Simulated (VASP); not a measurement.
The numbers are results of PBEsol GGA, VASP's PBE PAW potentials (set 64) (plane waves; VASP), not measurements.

VASP input:

INCAR:
```
ALGO = Normal
EDIFF = 1E-6
ENCUT = 300
GGA = PS
ISIF = 2
ISMEAR = -1
LASPH = .TRUE.
LCHARG = .FALSE.
LMAXMIX = 4
LREAL = .FALSE.
LWAVE = .FALSE.
NELM = 100
PREC = Accurate
SIGMA = 0.1
SYSTEM = TcSe
```

### KPOINTS
```
K-points
0
gamma
5 5 5
0 0 0
```

### POSCAR
```
TcSe
5.5516040
 -0.2953766155   0.2953766155   1.0000000000
  0.2953766155  -0.2953766155   1.0000000000
  0.2953766155   0.2953766155  -1.0000000000
Tc Se
2 2
Cart
  0.0000000000  -0.0000000000   1.5000000000
  0.0000000000   0.2953766155   0.0000000000
  0.0000000000  -0.0000000000   0.3320000000
 -0.0000000000   0.2953766155   0.8320000000
```

POTCAR, in this order: Tc_pv Se (PBE.64 set). Program: vasp_std.

What VASP printed:

### OSZICAR
```
       N       E                     dE             d eps       ncg     rms          rms(c)
DAV:   1     0.291679088915E+03    0.29168E+03   -0.16704E+04   924   0.104E+03
DAV:   2    -0.177411090211E+02   -0.30942E+03   -0.30522E+03   969   0.341E+02
DAV:   3    -0.296841505732E+02   -0.11943E+02   -0.11793E+02  1093   0.708E+01
DAV:   4    -0.298854798392E+02   -0.20133E+00   -0.20068E+00   898   0.858E+00
DAV:   5    -0.298896382346E+02   -0.41584E-02   -0.41566E-02  1092   0.101E+00    0.251E+01
DAV:   6    -0.293151718731E+02    0.57447E+00   -0.38613E+00   944   0.139E+01    0.102E+01
DAV:   7    -0.292305052160E+02    0.84667E-01   -0.66993E-01   899   0.513E+00    0.595E+00
DAV:   8    -0.291945692621E+02    0.35936E-01   -0.15356E-01   997   0.297E+00    0.350E-01
DAV:   9    -0.291941551078E+02    0.41415E-03   -0.74979E-03  1050   0.415E-01    0.149E-01
DAV:  10    -0.291940542703E+02    0.10084E-03   -0.81300E-04   971   0.231E-01    0.419E-02
DAV:  11    -0.291940477237E+02    0.65466E-05   -0.21361E-05   970   0.306E-02    0.162E-02
DAV:  12    -0.291940456182E+02    0.21055E-05   -0.66620E-06   930   0.116E-02    0.126E-03
DAV:  13    -0.291940454982E+02    0.11997E-06   -0.24128E-07   547   0.348E-03
   1 F= -.29194045E+02 E0= -.29127037E+02  d E =-.134017E+00
```

**OUTCAR**
```
------------------------ aborting loop because EDIFF is reached ----------------------------------------
  FORCE on cell =-STRESS in cart. coord.  units (eV):
  Direction    XX          YY          ZZ          XY          YZ          ZX
  --------------------------------------------------------------------------------------
  Total        5.3778183      5.3778183      3.4088163      0.0000000      0.0000000      0.0000000
  in kB      144.2942594    144.2942594     91.4632302      0.0000000      0.0000000      0.0000000
  external PRESSURE =     126.6839164 kB  Pullay stress =       0.0000000 kB
  volume of cell :       59.71
      direct lattice vectors                 reciprocal lattice vectors
    -1.639814000  1.639814000  5.551604000     0.000000000  0.304912630  0.090064061
     1.639814000 -1.639814000  5.551604000     0.304912630  0.000000000  0.090064061
     1.639814000  1.639814000 -5.551604000     0.304912630  0.304912630  0.000000000
 POSITION                                       TOTAL-FORCE (eV/Angst)
 -----------------------------------------------------------------------------------
      0.00000      0.00000      8.32741         0.000000      0.000000      0.229145
      0.00000      1.63981      0.00000         0.000000      0.000000      0.229145
      0.00000      0.00000      1.84313        -0.000000     -0.000000     -0.229145
      0.00000      1.63981      4.61893        -0.000000     -0.000000     -0.229145
 -----------------------------------------------------------------------------------
    total drift:                               -0.000001     -0.000001     -0.000459
  FREE ENERGIE OF THE ION-ELECTRON SYSTEM (eV)
  ---------------------------------------------------
  free  energy   TOTEN  =       -29.1940454982 eV

  energy  without entropy=      -29.0600283765  energy(sigma->0) =      -29.12703694
```
(Selected blocks of OUTCAR.)

At this cut-off the stress carries a Pulay error, which pulls relaxed volumes low.

The structure was generated: TcSe was put into an ordered model structure, which need not be its known phase. The cell was not relaxed at this level. The k-mesh is coarse (spacing up to 0.54 per Å, 2π included), so the numbers may not be converged in it. The run is one of a series of settings (GGA = PS against the base run), some of them coarse on purpose.
